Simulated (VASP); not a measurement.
These are rev-vdW-DF2, VASP's PBE PAW potentials (set 64) (plane waves; VASP) values and carry that method's errors.

VASP input:

INCAR:
```
AGGAC = 0.0
ALGO = Normal
EDIFF = 1E-7
EDIFFG = -0.01
ENCUT = 520
GGA = MK
IBRION = 2
ISIF = 4
ISMEAR = 1
LASPH = .TRUE.
LCHARG = .FALSE.
LMAXMIX = 4
LREAL = .FALSE.
LUSE_VDW = .TRUE.
LWAVE = .FALSE.
NELM = 100
NSW = 30
PARAM1 = 0.1234568
PARAM2 = 0.7114
PREC = Accurate
SIGMA = 0.1
SYSTEM = As
ZAB_VDW = -1.8867
```

### POSCAR
```
As
1
    3.6874523938    -1.9280663209    -0.0268550602
    3.6874523938     1.9280663209    -0.0268550602
    2.7025591994     0.0000000000     3.1641172632
As
2
Direct
  0.2287776888   0.2287776888   0.2287776888
  0.7712223112   0.7712223112   0.7712223112
```

### KPOINTS
```
Automatic mesh
0
Gamma
12 12 12
0 0 0
```

POTCAR, in this order: As (PBE.64 set). Program: vasp_std.

What VASP printed:

**OSZICAR**
```
       N       E                     dE             d eps       ncg     rms          rms(c)
DAV:   1     0.327056048464E+02    0.32706E+02   -0.42271E+03  3402   0.913E+02
DAV:   2    -0.548454286180E+01   -0.38190E+02   -0.37038E+02  5297   0.121E+02
DAV:   3    -0.675761579725E+01   -0.12731E+01   -0.12701E+01  4079   0.267E+01
DAV:   4    -0.676523930152E+01   -0.76235E-02   -0.76214E-02  4182   0.203E+00
DAV:   5    -0.676526247720E+01   -0.23176E-04   -0.23170E-04  3815   0.101E-01    0.287E+00
DAV:   6    -0.675804815871E+01    0.72143E-02   -0.66841E-03  3718   0.639E-01    0.173E+00
DAV:   7    -0.675523234520E+01    0.28158E-02   -0.13772E-02  3719   0.942E-01    0.920E-02
DAV:   8    -0.675528753030E+01   -0.55185E-04   -0.44980E-04  3526   0.164E-01    0.338E-02
DAV:   9    -0.675531694220E+01   -0.29412E-04   -0.58846E-05  3737   0.653E-02    0.130E-02
DAV:  10    -0.675531601045E+01    0.93175E-06   -0.42699E-06  3842   0.135E-02    0.448E-03
DAV:  11    -0.675531591795E+01    0.92497E-07   -0.69356E-07  3528   0.695E-03
   1 F= -.67553159E+01 E0= -.67552621E+01  d E =-.675532E+01
       N       E                     dE             d eps       ncg     rms          rms(c)
DAV:   1    -0.675737210679E+01   -0.20561E-02   -0.96490E-02  3428   0.189E+00    0.719E-02
DAV:   2    -0.675762200116E+01   -0.24989E-03   -0.30849E-03  3862   0.416E-01    0.411E-02
DAV:   3    -0.675760520852E+01    0.16793E-04   -0.46800E-05  3854   0.466E-02    0.182E-02
DAV:   4    -0.675760586821E+01   -0.65968E-06   -0.14927E-05  3734   0.260E-02    0.460E-03
DAV:   5    -0.675760627461E+01   -0.40640E-06   -0.13624E-06  3527   0.829E-03    0.732E-04
DAV:   6    -0.675760630579E+01   -0.31178E-07   -0.59352E-08  1825   0.207E-03
   2 F= -.67576063E+01 E0= -.67575676E+01  d E =-.229039E-02
       N       E                     dE             d eps       ncg     rms          rms(c)
DAV:   1    -0.675806506224E+01   -0.45879E-03   -0.60893E-02  3428   0.151E+00    0.571E-02
DAV:   2    -0.675822141764E+01   -0.15636E-03   -0.19443E-03  3869   0.330E-01    0.328E-02
DAV:   3    -0.675821056640E+01    0.10851E-04   -0.31249E-05  3853   0.377E-02    0.144E-02
DAV:   4    -0.675821123403E+01   -0.66762E-06   -0.95955E-06  3737   0.208E-02    0.378E-03
DAV:   5    -0.675821155755E+01   -0.32353E-06   -0.88238E-07  3522   0.666E-03    0.596E-04
DAV:   6    -0.675821158177E+01   -0.24215E-07   -0.39457E-08  1741   0.169E-03
   3 F= -.67582116E+01 E0= -.67581885E+01  d E =-.289566E-02
       N       E                     dE             d eps       ncg     rms          rms(c)
DAV:   1    -0.675907991790E+01   -0.86836E-03   -0.31910E-02  3457   0.107E+00    0.854E-02
DAV:   2    -0.675892878595E+01    0.15113E-03   -0.10779E-03  3551   0.229E-01    0.450E-02
DAV:   3    -0.675885982041E+01    0.68966E-04   -0.29671E-04  4396   0.102E-01    0.118E-02
DAV:   4    -0.675886093959E+01   -0.11192E-05   -0.18487E-05  3503   0.340E-02    0.540E-03
DAV:   5    -0.675886104689E+01   -0.10729E-06   -0.21742E-06  3846   0.102E-02    0.839E-04
DAV:   6    -0.675886105774E+01   -0.10851E-07   -0.16472E-07  2697   0.316E-03
   4 F= -.67588611E+01 E0= -.67588540E+01  d E =-.649476E-03
       N       E                     dE             d eps       ncg     rms          rms(c)
DAV:   1    -0.675954434201E+01   -0.68330E-03   -0.52987E-02  3454   0.137E+00    0.110E-01
DAV:   2    -0.675928263515E+01    0.26171E-03   -0.18112E-03  3561   0.297E-01    0.582E-02
DAV:   3    -0.675916394061E+01    0.11869E-03   -0.51025E-04  4385   0.134E-01    0.154E-02
DAV:   4    -0.675916579181E+01   -0.18512E-05   -0.31581E-05  3511   0.444E-02    0.697E-03
DAV:   5    -0.675916590084E+01   -0.10902E-06   -0.36546E-06  3803   0.132E-02    0.109E-03
DAV:   6    -0.675916592051E+01   -0.19671E-07   -0.28019E-07  3362   0.409E-03
   5 F= -.67591659E+01 E0= -.67591701E+01  d E =-.954339E-03
```

File OUTCAR:
```
------------------------ aborting loop because EDIFF is reached ----------------------------------------
  FORCE on cell =-STRESS in cart. coord.  units (eV):
  Direction    XX          YY          ZZ          XY          YZ          ZX
  --------------------------------------------------------------------------------------
  Total       -0.3128916     -0.3130135     -0.3130019      0.0000000      0.0000000      0.0000377
  in kB      -11.0733842    -11.0776998    -11.0772880      0.0000000      0.0000000      0.0013327
  external PRESSURE =     -11.0761240 kB  Pullay stress =       0.0000000 kB
  volume of cell :       45.27
      direct lattice vectors                 reciprocal lattice vectors
     3.735246984 -1.913813020 -0.003491050     0.133751001 -0.261258542 -0.116576801
     3.735246984  1.913813020 -0.003491050     0.133751001  0.261258542 -0.116576801
     2.757634657  0.000000000  3.163891902     0.000295163  0.000000000  0.315809162
 POSITION                                       TOTAL-FORCE (eV/Angst)
 -----------------------------------------------------------------------------------
      2.32572      0.00000      0.71783        -0.004723     -0.000000     -0.001458
      7.90241      0.00000      2.43908         0.004723      0.000000      0.001458
 -----------------------------------------------------------------------------------
    total drift:                                0.000000      0.000000      0.000000
  FREE ENERGIE OF THE ION-ELECTRON SYSTEM (eV)
  ---------------------------------------------------
  free  energy   TOTEN  =        -6.7591659205 eV

  energy  without entropy=       -6.7591785319  energy(sigma->0) =       -6.75917012

 reached required accuracy - stopping structural energy minimisation
```
(Selected blocks of OUTCAR.)

**CONTCAR**
```
As
   1.00000000000000
     3.7352469838600628   -1.9138130202569619   -0.0034910495339383
     3.7352469838600628    1.9138130202569619   -0.0034910495339383
     2.7576346566169625    0.0000000000000000    3.1638919017511107
  As
     2
Direct
     0.2273847246658530    0.2273847246658530    0.2273847246730352
     0.7726152753341470    0.7726152753341470    0.7726152753269647
```

The compound is As in the a7 structure. This cell is one point of a volume scan, at 1.03 of the reference volume. Symmetry was kept, so distortions that lower it aren't found.
